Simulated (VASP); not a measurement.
OSZICAR of a VASP run on CdS (zinc blende):

OSZICAR:
```
       N       E                     dE             d eps       ncg     rms          rms(c)
DAV:   1     0.104860793494E+03    0.10486E+03   -0.87005E+03   536   0.119E+03
DAV:   2    -0.274708333813E+01   -0.10761E+03   -0.10282E+03   605   0.288E+02
DAV:   3    -0.727810869576E+01   -0.45310E+01   -0.45174E+01   605   0.618E+01
DAV:   4    -0.731092907747E+01   -0.32820E-01   -0.32817E-01   580   0.519E+00
DAV:   5    -0.731139064478E+01   -0.46157E-03   -0.46157E-03   620   0.600E-01    0.823E+00
DAV:   6    -0.683439353830E+01    0.47700E+00   -0.99771E-01   749   0.150E+01    0.646E+00
DAV:   7    -0.681455053590E+01    0.19843E-01   -0.18543E-01   540   0.357E+00    0.310E+00
DAV:   8    -0.681221338075E+01    0.23372E-02   -0.20464E-02   555   0.219E+00    0.265E-01
DAV:   9    -0.681187352143E+01    0.33986E-03   -0.31654E-03   605   0.968E-01    0.625E-02
DAV:  10    -0.681190946173E+01   -0.35940E-04   -0.27808E-04   550   0.229E-01    0.643E-02
DAV:  11    -0.681193638625E+01   -0.26925E-04   -0.46398E-05   550   0.767E-02    0.373E-02
DAV:  12    -0.681194466478E+01   -0.82785E-05   -0.31664E-05   545   0.631E-02    0.928E-03
DAV:  13    -0.681194445595E+01    0.20883E-06   -0.32784E-06   600   0.210E-02
   1 F= -.68119445E+01 E0= -.68119445E+01  d E =-.681194E+01
       N       E                     dE             d eps       ncg     rms          rms(c)
DAV:   1    -0.683474671377E+01   -0.22802E-01   -0.45719E-01   560   0.945E+00    0.114E+00
DAV:   2    -0.681477641351E+01    0.19970E-01   -0.49412E-02   575   0.368E+00    0.418E-01
DAV:   3    -0.681270733029E+01    0.20691E-02   -0.58100E-03   555   0.938E-01    0.349E-01
DAV:   4    -0.681248857581E+01    0.21875E-03   -0.33139E-04   525   0.204E-01    0.694E-02
DAV:   5    -0.681246552229E+01    0.23054E-04   -0.69246E-05   635   0.138E-01    0.175E-02
DAV:   6    -0.681246547056E+01    0.51737E-07   -0.94250E-06   530   0.419E-02
   2 F= -.68124655E+01 E0= -.68124655E+01  d E =-.521015E-03
       N       E                     dE             d eps       ncg     rms          rms(c)
DAV:   1    -0.681459453477E+01   -0.21290E-02   -0.40815E-02   560   0.280E+00    0.333E-01
DAV:   2    -0.681276925240E+01    0.18253E-02   -0.45796E-03   575   0.113E+00    0.121E-01
DAV:   3    -0.681259003762E+01    0.17921E-03   -0.52582E-04   555   0.277E-01    0.998E-02
DAV:   4    -0.681257759468E+01    0.12443E-04   -0.29763E-05   525   0.634E-02    0.201E-02
DAV:   5    -0.681257745557E+01    0.13911E-06   -0.56497E-06   535   0.396E-02
   3 F= -.68125775E+01 E0= -.68125775E+01  d E =-.633000E-03
```

Problem. Which electronic solver shows in the log?

Solution. It is blocked Davidson (ALGO = Normal, or the opening steps of other solvers). The INCAR had ALGO = Normal.

Problem. Can the final energy be trusted as converged?

Solution. The calculation finished and met its thresholds. It stopped with EDIFF = 1E-6, NELM = 100, NSW = 60 and EDIFFG = -0.01 after 3 ionic steps (PBEsol GGA, plane waves, VASP's PBE PAW potentials (set 64)).

The compound is CdS in the zinc blende structure, a metastable form; wurtzite is the usual one. This run relaxes it. Symmetry was kept, so distortions that lower it aren't found.
